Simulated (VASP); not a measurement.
These are PBEsol GGA, VASP's PBE PAW potentials (set 64) (plane waves; VASP) values and carry that method's errors.

The input files of a VASP run:

### INCAR
```
SYSTEM = AuZn
PREC = Accurate
ENCUT = 500
EDIFF = 1E-6
NELM = 100
ALGO = Normal
LREAL = .FALSE.
LASPH = .TRUE.
ISMEAR = 1
SIGMA = 0.1
GGA = PS
LMAXMIX = 6
LWAVE = .FALSE.
LCHARG = .FALSE.
IBRION = 2
ISIF = 3
NSW = 40
EDIFFG = -0.02
PSTRESS = 100
```

**POSCAR**
```
AuZn
1.0
  3.0686394940   0.0000000000   0.0000000000
  0.0000000000   3.0686394940   0.0000000000
  0.0000000000   0.0000000000   3.0686394940
Zn Au
1 1
direct
  0.5000000000   0.5000000000   0.5000000000
  0.0000000000   0.0000000000   0.0000000000
```

### KPOINTS
```
K-points
0
Gamma
12 12 12
0 0 0
```

POTCAR, in this order: Zn Au (PBE.64 set). Program: vasp_std.

The run wrote:

OSZICAR:
```
       N       E                     dE             d eps       ncg     rms          rms(c)
DAV:   1     0.121044899654E+03    0.12104E+03   -0.11623E+04  2600   0.196E+03
DAV:   2    -0.282178323669E+01   -0.12387E+03   -0.12018E+03  2695   0.339E+02
DAV:   3    -0.647735160240E+01   -0.36556E+01   -0.36303E+01  2926   0.666E+01
DAV:   4    -0.650231178451E+01   -0.24960E-01   -0.24958E-01  3024   0.466E+00
DAV:   5    -0.650256399991E+01   -0.25222E-03   -0.25221E-03  3080   0.497E-01    0.109E+01
DAV:   6    -0.594886558791E+01    0.55370E+00   -0.18011E+00  2611   0.170E+01    0.646E+00
DAV:   7    -0.591366569063E+01    0.35200E-01   -0.52299E-02  3410   0.433E+00    0.324E+00
DAV:   8    -0.590341478681E+01    0.10251E-01   -0.73450E-03  2973   0.108E+00    0.145E-01
DAV:   9    -0.590344061634E+01   -0.25830E-04   -0.33520E-04  2828   0.237E-01    0.531E-02
DAV:  10    -0.590344869979E+01   -0.80835E-05   -0.18372E-05  3451   0.825E-02    0.152E-02
DAV:  11    -0.590344863964E+01    0.60149E-07   -0.47351E-06  2422   0.458E-02
   1 F= -.40999035E+01 E0= -.40997283E+01  d E =-.409990E+01
```

File OUTCAR:
```
------------------------ aborting loop because EDIFF is reached ----------------------------------------
  FORCE on cell =-STRESS in cart. coord.  units (eV):
  Direction    XX          YY          ZZ          XY          YZ          ZX
  --------------------------------------------------------------------------------------
  Total        1.7802941      1.7802941      1.7802941     -0.0000000     -0.0000000      0.0000000
  in kB       98.7108114     98.7108114     98.7108114     -0.0000000     -0.0000000      0.0000000
  external PRESSURE =      -1.2891886 kB  Pullay stress =     100.0000000 kB
  volume of cell :       28.90
      direct lattice vectors                 reciprocal lattice vectors
     3.068639494  0.000000000  0.000000000     0.325877315  0.000000000  0.000000000
     0.000000000  3.068639494  0.000000000     0.000000000  0.325877315  0.000000000
     0.000000000  0.000000000  3.068639494     0.000000000  0.000000000  0.325877315
 POSITION                                       TOTAL-FORCE (eV/Angst)
 -----------------------------------------------------------------------------------
      1.53432      1.53432      1.53432         0.000000      0.000000      0.000000
      0.00000      0.00000      0.00000         0.000000      0.000000      0.000000
 -----------------------------------------------------------------------------------
    total drift:                                0.000000      0.000000     -0.000000
  FREE ENERGIE OF THE ION-ELECTRON SYSTEM (eV)
  ---------------------------------------------------
  free  energy   TOTEN  =        -5.9034486396 eV

  energy  without entropy=       -5.9029232371  energy(sigma->0) =       -5.90327351
  enthalpy is  TOTEN    =        -4.0999034512 eV   P V=        1.8035451885

 reached required accuracy - stopping structural energy minimisation
```
(Selected blocks of OUTCAR.)

The compound is AuZn in the CsCl type structure. It was relaxed first under an external pressure of 10 GPa. The electron count is odd and the run is not spin-polarised, which forces a metal.
